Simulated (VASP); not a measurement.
Data:

```
CELL_PARAMETERS angstrom
      0.00000     3.10650     3.10650
      3.10650     0.00000     3.10650
      3.10650     3.10650     0.00000
ATOMIC_POSITIONS crystal
  In 0.00000 0.00000 0.00000
  As 0.25000 0.25000 0.25000
```

Level of theory: rev-vdW-DF2, VASP's PBE PAW potentials (set 64) (plane waves; VASP). Settings: 520 eV cut-off, 10×10×10 Γ-centred mesh, first-order Methfessel-Paxton smearing of 0.10 eV, potentials In_d As.

Unless said otherwise, spin-orbit coupling is left out, though it shifts the bands of the heavy elements here.

**Question.** Estimate the energy per atom (σ→0), pressure, band gap (on the k-mesh) with the smallest direct gap where there is one.

**Answer.** 
```
Quantity                                                     Value
------------------------  ----------------------------------------
band gap (on the k-mesh)  none (metal, semimetal or under 0.01 eV)
energy per atom (σ→0)                               -1.763 eV/atom
pressure                                                -14.2 kbar
```

Only differences to runs with the same potentials and settings are physical.

The compound is InAs in the zinc blende structure. This cell is one point of a volume scan, at 1.03 of the reference volume.
